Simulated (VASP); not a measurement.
Level of theory: vdW-DF-cx, VASP's PBE PAW potentials (set 64) (plane waves; VASP).

The input files of a VASP run:

### INCAR
```
AGGAC  =  0.0
ALGO  =  Normal
EDIFF  =  1E-7
ENCUT  =  520
GGA  =  CX
ISIF  =  2
ISMEAR  =  -5
LASPH  =  .True.
LCHARG  =  .True.
LMAXMIX  =  4
LORBIT  =  11
LREAL  =  .False.
LUSE_VDW  =  .True.
LWAVE  =  .False.
NEDOS  =  601
NELM  =  100
PREC  =  Accurate
SYSTEM  =  InP
```

POSCAR:
```
InP
1
   -0.0000000000     2.9478117328     2.9478117328
    2.9478117328     0.0000000000     2.9478117328
    2.9478117328     2.9478117328     0.0000000000
In P
1 1
Direct
  0.0000000000   0.0000000000   0.0000000000
  0.2500000000   0.2500000000   0.2500000000
```

### KPOINTS
```
K-points
0
Gamma
9 9 9
0 0 0
```

POTCAR, in this order: In_d P (PBE.64 set). Program: vasp_std.

Unless said otherwise, spin-orbit coupling is left out, though it shifts the bands of the heavy elements here.

**Question.** What does the run give for the energy per atom (σ→0), band gap (on the k-mesh)?

**Answer.** 
| Property | Value |
|---|---|
| energy per atom (σ→0) | -2.053 eV/atom |
| band gap (on the k-mesh) | 0.54 eV |

File OSZICAR:
```
...
DAV:   9    -0.410532979373E+01   -0.48300E-03   -0.18607E-03  1113   0.675E-01    0.174E-01
DAV:  10    -0.410536802280E+01   -0.38229E-04   -0.18767E-04  1287   0.120E-01    0.119E-01
DAV:  11    -0.410540583512E+01   -0.37812E-04   -0.30100E-05  1020   0.450E-02    0.374E-02
DAV:  12    -0.410541453631E+01   -0.87012E-05   -0.28915E-05  1048   0.968E-02    0.163E-02
DAV:  13    -0.410541471688E+01   -0.18057E-06   -0.14720E-06  1126   0.121E-02    0.141E-02
DAV:  14    -0.410541493744E+01   -0.22056E-06   -0.63954E-07  1000   0.768E-03    0.405E-03
DAV:  15    -0.410541500151E+01   -0.64064E-07   -0.31708E-08   720   0.159E-03
   1 F= -.41054150E+01 E0= -.41054150E+01  d E =0.000000E+00
```

The compound is InP in the zinc blende structure. It was relaxed first.
